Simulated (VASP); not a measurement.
All values below come from r2SCAN meta-GGA, VASP's PBE PAW potentials (set 64) (plane waves; VASP 6.6.1).

The input files of a VASP run:

POSCAR:
```
HfN(100) slab
1
    3.1903549530     0.0000000000     0.0000000000
    0.0000000000     3.1903549530    -0.0000000000
   -0.0000000000    -0.0000000000    23.9966149832
Hf N
4 4
Direct
  0.0000000000   0.5000000000   0.3589850000
  0.5000000000   0.0000000000   0.4529950000
  0.0000000000   0.5000000000   0.5470050000
  0.5000000000   0.0000000000   0.6410150000
  0.0000000000   0.5000000000   0.4529950000
  0.5000000000   0.0000000000   0.3589850000
  0.0000000000   0.5000000000   0.6410150000
  0.5000000000   0.0000000000   0.5470050000
```

INCAR:
```
LMAXMIX = 6   ! l cut-off of mixed one-centre charges
IBRION = 2
PREC = Normal
LASPH = .TRUE.
LCHARG = .FALSE.
LDIPOL = .TRUE.
ISMEAR = 1
EDIFF = 1E-5   ! SCF stop (eV)
NSW = 50   ! most ionic steps
NELMIN = 4
IDIPOL = 3
METAGGA = R2SCAN
ALGO = Normal   ! blocked Davidson
SYSTEM = HfN(100) slab
SIGMA = 0.1   ! width (eV)
LWAVE = .TRUE.
LMIXTAU = .TRUE.
DIPOL = 0.5 0.5 0.5
LREAL = .FALSE.   ! projection in real space or not
NELM = 100
EDIFFG = -0.03
ISIF = 2
ENCUT = 450   ! plane-wave cut-off (eV)
```

KPOINTS:
```
Automatic mesh
0
Gamma
9 9 1
0 0 0
```

POTCAR, in this order: Hf_pv N (PBE.64 set). Program: vasp_std.

Unless said otherwise, spin-orbit coupling is left out, though it shifts the bands of the heavy elements here.

Question: What does the run give for the energy per atom (σ→0), band gap (on the k-mesh)?

Answer: 
- energy per atom (σ→0): -28.840 eV/atom
- band gap (on the k-mesh): none (metal, semimetal or under 0.01 eV)

**OSZICAR**
```
...
DAV:   5    -0.230720570559E+03   -0.62988E-03   -0.69222E-05   864   0.643E-02    0.549E-03
DAV:   6    -0.230720304678E+03    0.26588E-03   -0.20456E-05   728   0.336E-02    0.446E-03
DAV:   7    -0.230720337360E+03   -0.32681E-04   -0.37711E-06   688   0.123E-02    0.182E-03
DAV:   8    -0.230720292299E+03    0.45061E-04   -0.26174E-06   680   0.119E-02    0.127E-03
DAV:   9    -0.230720309039E+03   -0.16740E-04   -0.21420E-06   692   0.933E-03    0.435E-04
DAV:  10    -0.230720248012E+03    0.61027E-04   -0.93644E-07   680   0.610E-03    0.487E-04
DAV:  11    -0.230720246962E+03    0.10503E-05   -0.18440E-07   648   0.322E-03
  13 F= -.23072025E+03 E0= -.23071904E+03  d E =-.380153E-05
```

The cell is a thin slab with vacuum, built from HfN (rock salt): (100) face.
